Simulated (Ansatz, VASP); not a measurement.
# Ni (Nickel) in two plane-wave programs, part 2 of 2

Aim: how closely do two programs agree when they are given the same cell, functional and k mesh? The cell is taken from a series of VASP runs on this material, whose earlier steps may have relaxed, scaled or displaced it; both programs get it as it stands.

VASP 6.6.1 and Ansatz 0.2.0.

So far: The starting structure; VASP: relaxation of cell and atoms, PBE; Ansatz: relaxation of cell and atoms, PBE.

## 4. Side by side

Known differences besides the potentials themselves: both relaxations stop at a tolerance, which leaves soft axes loose, and VASP keeps its plane-wave basis; the data sets hold 18 valence electrons in Ansatz (default PAW (the set named soft_2) files) and 10 in VASP; the cutoff is 420 eV in Ansatz and 450 eV in VASP; VASP leaves aspherical gradient terms in its spheres out (LASPH is not set), Ansatz keeps them; Ansatz adds a Pulay correction to the stress that steers its cell, VASP none; site moments are counted in spheres of each program's own size. Total energies have different zeros and are not compared.

Both answers:

```
                                         quantity  Ansatz   VASP  difference
                                      volume (Å³)   10.89  10.88     +0.14 %
edge a after relaxation, in the typed setting (Å)   2.488  2.487     +0.04 %
                                total moment (μB)    0.65   0.64       +0.01
                               moment on Ni1 (μB)    0.69   0.66       +0.04
```

The walks stopped with 0.00 GPa left in Ansatz and 0.03 GPa in VASP; each walk ends within a tolerance, so the volume difference is uncertain by about these residues over the bulk modulus, most in soft cells.

## 5. Ansatz: relaxation of cell and atoms, r2SCAN with rVV10

The relaxed volume is the usual yardstick between codes: its relative difference is about their pressure difference at one cell divided by the bulk modulus. The cell compared in this pair holds 10.43 Å³, against 10.88 Å³ for the pair before.

The cell is taken from a series of VASP runs on this material, whose earlier steps may have relaxed, scaled or displaced it; both programs get it as it stands.

input.yaml reads:

```yaml
crystal:
  lattice:
    - [0.0, 1.7339611352, 1.7339611352]
    - [1.7339611352, 0.0, 1.7339611352]
    - [1.7339611352, 1.7339611352, 0.0]
  atoms:
    - { symbol: Ni, position: [0.0, 0.0, 0.0], spin: 1.0 }
hamiltonian:
  xc: r2scan
  pseudopotentials: { kind: paw }
  dispersion: rvv10
magnetization:
  spin_polarized: true
kpoints:
  mp_grid: { grid: [22, 22, 22] }
scf:
  occupations: { method: methfessel_paxton, width: 0.15 }
relax:
  f_tol: 0.01
  max_steps: 60
  cell: { stress_tol: 0.05 }
output:
  forces: true
  stress: true
```

Launch:

```bash
$ ansatz run input.yaml --threads 4 --pin off --max-ram 9216MiB --backend cpu --events-out ev --progress --plain --runs-dir out
```

Numbers of over 12 decimals in the logs are rounded to 6 here.

Log:

```text
[...]
Crystal: 1 atoms, lattice volume = 10.427 Å³
Basis set: ecut = 500 eV, 259 PW (Γ), exchange–correlation on 80×80×80 points (64 copies of the dense FFT grid, shifted against one another)
Bands: 14, of which v1, the nominal top of the filled ones, is band 9 counted from 1 (8 counted from 0)
Symmetry: 48 space group operations
[...]
-0.000000      -0.005875      -0.000000
        0.000000      -0.000000      -0.005875
  P = ⅓ Tr σ = -0.0059 GPa (-0.059 kbar)
--- Relaxed structure (3 steps of the walk, 3 accepted, 1 SCFs on fresh bases) ---
[...]
cell:  # Å, volume = 10.4070 Å³
    - [0, 1.732868, 1.732868]
    - [1.732868, 0, 1.732868]
    - [1.732868, 1.732868, 0]
  atoms:
    - { symbol: Ni, position: [0.0, 0.0, 0.0] }
[key lines of the parts left out:]
SCF converged after 8 iterations
Magnetization: 0.7437 μB (9.3718 up, 8.6282 down)
Free energy (F): -5844.321215 eV
Fermi energy:    19.149503 eV
```

Elapsed: 13 s, on 4 threads of Arm Neoverse V2, shared host; peak memory 0.46 GiB.

## 6. VASP: relaxation of cell and atoms, r2SCAN with rVV10

The same cell, functional, mesh and smearing now go to VASP, with its own data sets and cutoff.

INCAR reads:

```
SYSTEM = Ni
PREC = Accurate
ENCUT = 450
EDIFF = 1E-06
NELM = 100
ISMEAR = 1
SIGMA = 0.15
LREAL = .FALSE.
ALGO = Normal
METAGGA = R2SCAN
LUSE_VDW = .TRUE.
IVDW_NL = 2
BPARAM = 11.95
CPARAM = 0.0093
LASPH = .TRUE.
NBANDS = 11
ISPIN = 2
MAGMOM = 1
LMAXMIX = 4
LORBIT = 11
LWAVE = .FALSE.
LCHARG = .FALSE.
KPAR = 4
IBRION = 2
NSW = 50
ISIF = 3
EDIFFG = -0.006
```

POSCAR reads:

```
Ni
1.0
    0.0000000000      1.7339611352      1.7339611352
    1.7339611352      0.0000000000      1.7339611352
    1.7339611352      1.7339611352      0.0000000000
Ni
1
Direct
    0.0000000000      0.0000000000      0.0000000000
```

KPOINTS reads:

```
Automatic mesh
0
Gamma
22 22 22
0 0 0
```

Potentials, in the order of the species: Ni (PBE family, release 64).

Launch:

```bash
$ mpirun -np 4 vasp_std
```

Log:

```text
[banner, memory and clock lines left out]
running    4 mpi-ranks, on    1 nodes
[...]
|                                                                             |
|               ----> ADVICE to this user running VASP <----                  |
|                                                                             |
|     You have switched on vdW-DFT.                                           |
|     This routine was written and supplied by Jiri Klimes. We recommend      |
|     that you carefully read and cite the following publications:            |
|       J. Klimes, D.R. Bowler, A. Michelides                                 |
|          J. Phys.: Cond Matt. 22 022201 (2010)                              |
|       J. Klimes, D.R. Bowler, A. Michelides                                 |
|          Phys. Rev. B. 83, 195131 (2011)                                    |
|     and references therein.                                                 |
|                                                                             |

[...]
Total rVV10 correction in eV:      0.2395679    11.2174081
Total rVV10 correction in eV:      0.2395679    11.2174081
Total rVV10 correction in eV:      0.2395679    11.2174081
DAV:  11    -0.117017691130E+02   -0.42440E-04   -0.32399E-04 19617   0.244E-01    0.433E-02
Total rVV10 correction in eV:      0.2395870    11.2174081
[...]
Total rVV10 correction in eV:      0.2396386    11.2174081
Total rVV10 correction in eV:      0.2396386    11.2174081
Total rVV10 correction in eV:      0.2396386    11.2174081
Total rVV10 correction in eV:      0.2396374    11.2174081
Total rVV10 correction in eV:      0.2396374    11.2174081
Total rVV10 correction in eV:      0.2396374    11.2174081
Total rVV10 correction in eV:      0.2396374    11.2174081
   1 F= -.11701776E+02 E0= -.11701741E+02  d E =-.117018E+02  mag=     0.7182
[... from here on, the cycles between the ionic steps are left out ...]
   2 F= -.11701773E+02 E0= -.11701737E+02  d E =0.318312E-05  mag=     0.7175
   3 F= -.11701775E+02 E0= -.11701739E+02  d E =0.100113E-05  mag=     0.7178
   4 F= -.11701775E+02 E0= -.11701740E+02  d E =0.125723E-05  mag=     0.7177
   5 F= -.11701775E+02 E0= -.11701740E+02  d E =0.954713E-06  mag=     0.7177
[...]
reached required accuracy - stopping structural energy minimisation
```

From OUTCAR (step 6):

```text
  Total       -0.0000305     -0.0000305     -0.0000305     -0.0000000      0.0000000      0.0000000
  in kB       -0.0046892     -0.0046892     -0.0046892     -0.0000000      0.0000000      0.0000000
  external PRESSURE =      -0.0046892 kB  Pullay stress =       0.0000000 kB

 POSITION                                       TOTAL-FORCE (eV/Angst)
 -----------------------------------------------------------------------------------
      0.00000      0.00000      0.00000         0.000000     -0.000000      0.000000
 -----------------------------------------------------------------------------------
    total drift:                                0.000000      0.000000      0.000000

  FREE ENERGIE OF THE ION-ELECTRON SYSTEM (eV)
  ---------------------------------------------------
  free  energy   TOTEN  =       -11.7017752597 eV

  energy  without entropy=      -11.7016682217  energy(sigma->0) =      -11.70173958

 magnetization (x)
# of ion       s       p       d       tot
------------------------------------------
    1       -0.010  -0.043   0.787   0.735

[... 2 parts as in an earlier step ...]

[... 2 further parts left out ...]
[key lines of the parts left out:]
E-fermi :   9.9396
```

SCAN-type functionals tend to overstate the moments of itinerant magnets.

## 7. Differences

What differs besides the data sets and the points named for the pairs above, as far as they apply: VASP keeps PBE cores, Ansatz makes them for the functional; the cutoff is 500 eV in Ansatz and 450 eV in VASP. Total energies have different zeros and are not compared.

The two programs side by side:

```csv
quantity,Ansatz,VASP,difference
volume (Å³),10.41,10.42,-0.13 %
"edge a after relaxation, in the typed setting (Å)",2.451,2.452,-0.04 %
total moment (μB),0.74,0.72,+0.03
moment on Ni1 (μB),0.81,0.73,+0.07
```

The walks stopped with -0.01 GPa left in Ansatz and 0.00 GPa in VASP; each walk ends within a tolerance, so the volume difference is uncertain by about these residues over the bulk modulus, most in soft cells.

## 8. Outcome

```yaml
difference_in_volume_relaxation_of_cell_and_atoms_pbe: 0.14 %
difference_in_volume_relaxation_of_cell_and_atoms_r2scan_with_rvv10: -0.13 %
```

In words: The difference in volume is 0.14 % (relaxation of cell and atoms, PBE), within the 1.2 % picked in this series as the mark of a large difference, as far as the stopping tolerances let one tell. Such differences can come from data sets, numerical settings and the points named under the comparisons, not from the functional's error against experiment.

[Lines on the potential files, build, host, timing and source positions are cut from VASP's logs without a mark.]

[Logs are printed without paths, hosts, clocks, repeated set-up lines and the standing remarks that a program may print on its own settings, such as how far it seeks lower states.]

[Hosts, paths, dates, database ids (printed as entryN), source tags and the programs' standing remarks are cut or masked in the printed files.]
